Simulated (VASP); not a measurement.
Given:

```yaml
crystal:
  lattice:
    - [0.00000, 2.59155, 2.59155]
    - [2.59155, 0.00000, 2.59155]
    - [2.59155, 2.59155, 0.00000]
  atoms:
    - { symbol: Zn, position: [0.00000, 0.00000, 0.00000] }
    - { symbol: S, position: [0.25000, 0.25000, 0.25000] }
```

Calculation: PBEsol GGA, VASP's PBE PAW potentials (set 64) (plane waves; VASP). Numerical set-up: 500 eV cut-off, 9×9×9 Γ-centred mesh, Gaussian smearing of 0.050 eV, potentials Zn S.

What does the run give for the energy per atom (σ→0), pressure, band gap (on the k-mesh) with the smallest direct gap where there is one?

```json
{
  "band gap (on the k-mesh)": "2.54 eV",
  "smallest direct gap (on the k-mesh)": "2.54 eV",
  "energy per atom (σ→0)": "-3.741 eV/atom",
  "pressure": "9.98 GPa"
}
```

The absolute energy has meaning only against runs of the same code, potentials and settings.

The structure was generated: ZnS was put into the zinc blende type (F-43m), which need not be its known phase. It was relaxed first under an external pressure of 10 GPa.
